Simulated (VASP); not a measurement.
These are r2SCAN meta-GGA, VASP's PBE PAW potentials (set 64) (plane waves; VASP) values and carry that method's errors.

VASP ran on this input.

**POSCAR**
```
InCl
1
    2.1610204419    -6.0941302964     0.0000000000
    2.1610204419     6.0941302964     0.0000000000
    0.0000000000     0.0000000000     4.4290324923
In Cl
2 2
Direct
  0.3903491378   0.6096508622   0.7500000000
  0.6096508622   0.3903491378   0.2500000000
  0.8411443908   0.1588556092   0.2500000000
  0.1588556092   0.8411443908   0.7500000000
```

File KPOINTS_OPT:
```
k-points along high-symmetry lines
5
Line-mode
Reciprocal
  0.000000   0.000000   0.000000 ! GAMMA
 -0.500000   0.500000   0.000000 ! Y

 -0.500000   0.500000   0.000000 ! Y
 -0.281368   0.718632   0.000000 ! C_0

  0.281368   0.281368   0.000000 ! SIGMA_0
  0.000000   0.000000   0.000000 ! GAMMA

  0.000000   0.000000   0.000000 ! GAMMA
  0.000000   0.000000   0.500000 ! Z

  0.000000   0.000000   0.500000 ! Z
  0.281368   0.281368   0.500000 ! A_0

 -0.281368   0.718632   0.500000 ! E_0
 -0.500000   0.500000   0.500000 ! T

 -0.500000   0.500000   0.500000 ! T
 -0.500000   0.500000   0.000000 ! Y

  0.000000   0.000000   0.000000 ! GAMMA
  0.000000   0.500000   0.000000 ! S

  0.000000   0.500000   0.000000 ! S
  0.000000   0.500000   0.500000 ! R

  0.000000   0.500000   0.500000 ! R
  0.000000   0.000000   0.500000 ! Z

  0.000000   0.000000   0.500000 ! Z
 -0.500000   0.500000   0.500000 ! T
```

KPOINTS:
```
Automatic mesh
0
G
  6 6 6
0 0 0
```

INCAR:
```
SYSTEM  =  InCl
PREC  =  Accurate; ENCUT  =  400; LREAL  =  .FALSE.
LASPH  =  .TRUE.
EDIFF  =  1E-7; NELM  =  100; ALGO  =  Normal
LMAXMIX  =  4; LMIXTAU  =  .TRUE.
ISMEAR  =  -5
METAGGA  =  R2SCAN
ISIF  =  2
LWAVE  =  .FALSE.; LCHARG  =  .FALSE.; LORBIT  =  11
NEDOS  =  601
LEFG  =  .TRUE.
```

POTCAR, in this order: In_d Cl (PBE.64 set). Program: vasp_std.

Unless said otherwise, spin-orbit coupling is left out, though it shifts the bands of the heavy elements here.

Q: What does the run give for the energy per atom (σ→0), band gap (over mesh and band path)?

A: 
The energy per atom (σ→0) comes out as -15.270 eV/atom. The band gap (over mesh and band path) comes out as 1.33 eV.

File OSZICAR:
```
...
DAV:  21    -0.610790194548E+02   -0.47282E-04   -0.16743E-05  2552   0.412E-02    0.631E-03
DAV:  22    -0.610790430427E+02   -0.23588E-04   -0.14016E-05  2936   0.341E-02    0.400E-03
DAV:  23    -0.610790444717E+02   -0.14290E-05   -0.97929E-07  3168   0.791E-03    0.436E-03
DAV:  24    -0.610790452067E+02   -0.73493E-06   -0.54645E-07  2128   0.777E-03    0.261E-03
DAV:  25    -0.610790452955E+02   -0.88816E-07   -0.13240E-07  1928   0.387E-03
   1 F= -.61079045E+02 E0= -.61079045E+02  d E =0.000000E+00
       N       E                     dE             ncg
       N       E                     dE             ncg
```

The structure comes from a computed database's InCl entry (Cmcm); how it stands against other phases isn't given here. It was relaxed first.
